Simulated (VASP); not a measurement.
Here is the system:

```yaml
crystal:
  lattice:
    - [1.35352, -2.34437, 0.00000]
    - [1.35352, 2.34437, 0.00000]
    - [0.00000, 0.00000, 4.26302]
  atoms:
    - { symbol: Ru, position: [0.33333, 0.66667, 0.25000] }
    - { symbol: Ru, position: [0.66667, 0.33333, 0.75000] }
```

Computed with r2SCAN meta-GGA with spin-orbit coupling, VASP's PBE PAW potentials (set 64) (plane waves; VASP). Numerical set-up: 400 eV cut-off, 14×14×8 Γ-centred mesh, Gaussian smearing of 0.050 eV, potentials Ru_pv.

Predict the energy per atom (σ→0), band gap (over mesh and band path) with the smallest direct gap where there is one.

The band gap (over mesh and band path) is none (metal, semimetal or under 0.01 eV). The energy per atom (σ→0) is -25.554 eV/atom.

Total energies compare only between runs with the same potentials, cut-off and functional.

The compound is Ru in the hcp structure. It was relaxed first.
